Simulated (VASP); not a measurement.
OSZICAR of a VASP run on C₃₅Si₃₆:

### OSZICAR
```
       N       E                     dE             d eps       ncg     rms          rms(c)
DAV:   1    -0.605788936228E+03   -0.60579E+03   -0.11150E+01   716   0.784E+00    0.156E+01
DAV:   2    -0.605870951691E+03   -0.82015E-01   -0.31200E-01   778   0.119E+00    0.113E+01
DAV:   3    -0.605854019176E+03    0.16933E-01   -0.15765E-02   824   0.261E-01    0.664E+00
DAV:   4    -0.605847596878E+03    0.64223E-02   -0.41012E-03   821   0.125E-01    0.383E+00
DAV:   5    -0.605845561353E+03    0.20355E-02   -0.11208E-03   802   0.671E-02    0.218E+00
DAV:   6    -0.605844892973E+03    0.66838E-03   -0.28150E-04   786   0.374E-02    0.124E+00
DAV:   7    -0.605844675888E+03    0.21708E-03   -0.86655E-05   794   0.226E-02    0.707E-01
DAV:   8    -0.605844608621E+03    0.67267E-04   -0.24348E-05   482   0.129E-02    0.409E-01
DAV:   9    -0.605844588803E+03    0.19819E-04   -0.10949E-05   437   0.928E-03    0.232E-01
DAV:  10    -0.605844584102E+03    0.47011E-05   -0.32119E-06   421   0.497E-03
   1 F= -.60584458E+03 E0= -.60584458E+03  d E =-.264956E-15  mag=     2.0000
```

Problem. Which electronic solver shows in the log?

Solution. It is blocked Davidson (ALGO = Normal, or the opening steps of other solvers). The INCAR had ALGO = Normal.

Problem. How was spin treated?

Solution. Collinear spin (ISPIN = 2): the summary line carries one mag value, 2.00 μB in the cell.

Problem. Can the final energy be trusted as converged?

Solution. The run converged. It stopped with EDIFF = 1E-5, NELM = 50 (HSE06 screened hybrid, plane waves, VASP's PBE PAW potentials (set 64)).  The supercell is sampled at Γ alone, which is coarse: total energies, pressure and levels can be off, energies of defects by several tenths of an eV.

The cell is a supercell with a defect, built from SiC (4h): vac_C. The cell's shape comes from a PBE relaxation. The total moment is imposed (NUPDOWN), so this need not be the lowest spin state.
